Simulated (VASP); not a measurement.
A VASP calculation is set up with these files.

### INCAR
```
! general
SYSTEM   =  Ti3InN
PREC     =  Accurate
ENCUT    =  520
LREAL    =  .FALSE.
LASPH    =  .TRUE.

! electronic loop
EDIFF    =  1E-8
NELM     =  100   ! most electronic steps
ALGO     =  Normal
LMAXMIX  =  4

! smearing
ISMEAR   =  1
SIGMA    =  0.1   ! width (eV)

! ions
IBRION   =  1
NSW      =  30   ! most ionic steps
ISIF     =  2
EDIFFG   =  -0.001

! output
LWAVE    =  .FALSE.
LCHARG   =  .FALSE.
```

**KPOINTS**
```
kpoints
0
gamma
7 7 7
```

### POSCAR
```
Ti3InN
1
    4.1144048679     0.0000000000     0.0000000000
    0.0000000000     4.1144048679     0.0000000000
    0.0000000000     0.0000000000     4.1144048679
Ti In N
3 1 1
Direct
  0.0000000000   0.5000000000   0.5000000000
  0.5000000000   0.0000000000   0.5000000000
  0.5000000000   0.5000000000   0.0000000000
  0.0000000000   0.0000000000   0.0000000000
  0.5000000000   0.5000000000   0.5000000000
```

POTCAR, in this order: Ti_sv In_d N (LDA.64 set). Program: vasp_std.

### Question
Translate this LDA calculation to Quantum ESPRESSO's pw.x.

### Answer
One equivalent input (not run):
```
&CONTROL
  calculation = 'relax'
  pseudo_dir = './pseudo'
  outdir = './out'
  tprnfor = .true.
  tstress = .true.
  nstep = 30
  forc_conv_thr = 3.9e-05
/
&SYSTEM
  ibrav = 0
  nat = 5
  ntyp = 3
  ecutwfc = 84
  occupations = 'smearing'
  smearing = 'methfessel-paxton'
  degauss = 0.00735
  input_dft = 'pz'
/
&ELECTRONS
  conv_thr = 7.3e-10
  electron_maxstep = 100
/
&IONS
/
ATOMIC_SPECIES
  Ti 47.867 Ti.upf
  In 114.818 In.upf
  N 14.007 N.upf
CELL_PARAMETERS angstrom
     4.1144049    0.0000000    0.0000000
     0.0000000    4.1144049    0.0000000
     0.0000000    0.0000000    4.1144049
ATOMIC_POSITIONS crystal
  Ti   0.0000000  0.5000000  0.5000000
  Ti   0.5000000  0.0000000  0.5000000
  Ti   0.5000000  0.5000000  0.0000000
  In   0.0000000  0.0000000  0.0000000
  N    0.5000000  0.5000000  0.5000000
K_POINTS automatic
  7 7 7 0 0 0
```
Limits of the translation: the potentials are each code's own (VASP's PAW set, PseudoDojo norm-conserving files in pw.x), so ENCUT and ecutwfc are chosen apart and not converted; conv_thr bounds pw.x's estimated SCF error, while EDIFF bounds the energy change between steps; forc_conv_thr acts on force components and is met together with etot_conv_thr.

The structure comes from a computed database's Ti3InN entry (Pm-3m); how it stands against other phases isn't given here. It was relaxed first, which changed the volume by -5 %. The start is the result of an earlier pass.
